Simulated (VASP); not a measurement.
Output of a VASP run:

**OSZICAR**
```
...
DAV:   5    -0.369229488162E+02   -0.99370E-06   -0.28086E-06   664   0.158E-02
   5 F= -.36922949E+02 E0= -.36922254E+02  d E =-.478992E-03
       N       E                     dE             d eps       ncg     rms          rms(c)
DAV:   1    -0.369281589023E+02   -0.52111E-02   -0.15672E-01   592   0.325E+00    0.265E-01
DAV:   2    -0.369249623114E+02    0.31966E-02   -0.41304E-03   592   0.501E-01    0.144E-01
DAV:   3    -0.369236058673E+02    0.13564E-02   -0.43961E-03   668   0.453E-01    0.396E-02
DAV:   4    -0.369236115815E+02   -0.57142E-05   -0.89352E-05   648   0.767E-02    0.378E-02
DAV:   5    -0.369236133084E+02   -0.17269E-05   -0.95840E-06   648   0.292E-02    0.147E-02
DAV:   6    -0.369236162880E+02   -0.29797E-05   -0.46960E-05   656   0.537E-02    0.232E-02
DAV:   7    -0.369236090946E+02    0.71935E-05   -0.94311E-06   644   0.241E-02    0.435E-03
DAV:   8    -0.369236090300E+02    0.64556E-07   -0.61458E-07   412   0.656E-03
   6 F= -.36923609E+02 E0= -.36922914E+02  d E =-.113921E-02
       N       E                     dE             d eps       ncg     rms          rms(c)
DAV:   1    -0.369423451231E+02   -0.18736E-01   -0.61049E-01   584   0.640E+00    0.513E-01
DAV:   2    -0.369300199903E+02    0.12325E-01   -0.15883E-02   592   0.985E-01    0.280E-01
DAV:   3    -0.369247006087E+02    0.53194E-02   -0.17276E-02   668   0.897E-01    0.804E-02
DAV:   4    -0.369247282327E+02   -0.27624E-04   -0.35787E-04   636   0.153E-01    0.808E-02
DAV:   5    -0.369247480512E+02   -0.19819E-04   -0.23170E-05   704   0.376E-02    0.655E-02
DAV:   6    -0.369248267472E+02   -0.78696E-04   -0.10929E-03   640   0.268E-01    0.181E-01
DAV:   7    -0.369247442153E+02    0.82532E-04   -0.15169E-04   628   0.104E-01    0.601E-02
DAV:   8    -0.369247124251E+02    0.31790E-04   -0.10990E-04   660   0.871E-02    0.435E-02
DAV:   9    -0.369247216487E+02   -0.92236E-05   -0.13117E-05   648   0.329E-02    0.413E-03
DAV:  10    -0.369247222539E+02   -0.60523E-06   -0.18505E-07   444   0.395E-03
   7 F= -.36924722E+02 E0= -.36924027E+02  d E =-.225243E-02
       N       E                     dE             d eps       ncg     rms          rms(c)
DAV:   1    -0.369949689856E+02   -0.70247E-01   -0.23548E+00   584   0.125E+01    0.100E+00
DAV:   2    -0.369472262032E+02    0.47743E-01   -0.61725E-02   584   0.194E+00    0.553E-01
DAV:   3    -0.369260878794E+02    0.21138E-01   -0.69175E-02   656   0.180E+00    0.165E-01
DAV:   4    -0.369262162246E+02   -0.12835E-03   -0.15047E-03   624   0.310E-01    0.171E-01
DAV:   5    -0.369262244103E+02   -0.81857E-05   -0.23522E-05   732   0.411E-02    0.173E-01
DAV:   6    -0.369264111374E+02   -0.18673E-03   -0.55919E-04   616   0.205E-01    0.404E-01
DAV:   7    -0.369266306326E+02   -0.21950E-03   -0.52107E-04   648   0.203E-01    0.682E-01
DAV:   8    -0.369261134618E+02    0.51717E-03   -0.24379E-03   624   0.408E-01    0.209E-01
DAV:   9    -0.369261574849E+02   -0.44023E-04   -0.31575E-04   668   0.151E-01    0.519E-02
DAV:  10    -0.369261832596E+02   -0.25775E-04   -0.40708E-04   620   0.167E-01    0.238E-01
DAV:  11    -0.369261699619E+02    0.13298E-04   -0.93538E-05   612   0.828E-02    0.142E-01
DAV:  12    -0.369261819396E+02   -0.11978E-04   -0.15328E-04   652   0.106E-01    0.198E-02
DAV:  13    -0.369261853849E+02   -0.34453E-05   -0.42315E-06   680   0.181E-02    0.657E-03
DAV:  14    -0.369261861937E+02   -0.80879E-06   -0.12203E-07   428   0.343E-03
   8 F= -.36926186E+02 E0= -.36925489E+02  d E =-.371637E-02
```

File OUTCAR:
```
------------------------ aborting loop because EDIFF is reached ----------------------------------------
  FORCE on cell =-STRESS in cart. coord.  units (eV):
  Direction    XX          YY          ZZ          XY          YZ          ZX
  --------------------------------------------------------------------------------------
  Total        0.0085102      0.0085102      0.0450503      0.0000000     -0.0000000      0.0000000
  in kB        0.3303501      0.3303500      1.7487718      0.0000000     -0.0000000      0.0000000
  external PRESSURE =       0.8031573 kB  Pullay stress =       0.0000000 kB
  volume of cell :       41.27
      direct lattice vectors                 reciprocal lattice vectors
     1.233414029 -2.136335267  0.000000000     0.405378882 -0.234045661  0.000000000
     1.233414029  2.136335267 -0.000000000     0.405378882  0.234045661  0.000000000
    -0.000000000  0.000000000  7.831897403    -0.000000000  0.000000000  0.127682980
 POSITION                                       TOTAL-FORCE (eV/Angst)
 -----------------------------------------------------------------------------------
      1.23341     -2.13634      1.95797        -0.000000     -0.000000      0.000000
      1.23341      2.13634      5.87392        -0.000000      0.000000     -0.000000
      1.23341      0.71211      1.95797         0.000000     -0.000000     -0.000000
      1.23341     -0.71211      5.87392         0.000000      0.000000      0.000000
 -----------------------------------------------------------------------------------
    total drift:                                0.000000     -0.000000      0.000000
  FREE ENERGIE OF THE ION-ELECTRON SYSTEM (eV)
  ---------------------------------------------------
  free  energy   TOTEN  =       -36.9261861937 eV

  energy  without entropy=      -36.9247923004  energy(sigma->0) =      -36.92548925

 reached required accuracy - stopping structural energy minimisation
```
(Selected blocks of OUTCAR.)

File POSCAR:
```
C
1
    1.2330791455    -2.1357552331    -0.0000000000
    1.2330791455     2.1357552331    -0.0000000000
    0.0000000000    -0.0000000000     7.5081275504
C
4
Direct
  0.0000000000   0.0000000000   0.2500000000
  0.0000000000   0.0000000000   0.7500000000
  0.3333330000   0.6666670000   0.2500000000
  0.6666670000   0.3333330000   0.7500000000
```

Problem. Write an INCAR and KPOINTS that could have produced this output.

Solution. This is not unique; one that fits is the input of the run itself, PW91 GGA, plane waves, VASP's PBE PAW potentials (set 64).

INCAR:
```
# general
SYSTEM = C
PREC   = Accurate
ENCUT  = 520
LREAL  = F   # projection in real space or not
LASPH  = T   # aspherical one-centre terms

# electronic loop
EDIFF  = 1E-6
NELM   = 100
ALGO   = Normal   # blocked Davidson

# smearing
ISMEAR = 0   # Gaussian
SIGMA  = 0.05   # width (eV)

# functional
GGA    = 91

# ions
IBRION = 2   # conjugate gradients
NSW    = 60
ISIF   = 3
EDIFFG = -0.02

# output
LWAVE  = F
LCHARG = F
```

KPOINTS:
```
Automatic mesh
0
Gamma
9 9 3
0 0 0
```

POTCAR, in this order: C (PBE.64 set). Program: vasp_std.

Energy and stress use the plane-wave basis of the starting cell. Without a dispersion term in the relaxation, distances and binding between the weakly bound layers, chains or molecules are unreliable, and so is what depends on them.

The compound is C in the graphite structure. This run relaxes it. Symmetry was kept, so distortions that lower it aren't found. The k-mesh is coarse (spacing up to 0.33 per Å, 2π included), so the numbers may not be converged in it. The start is the result of an earlier pass.
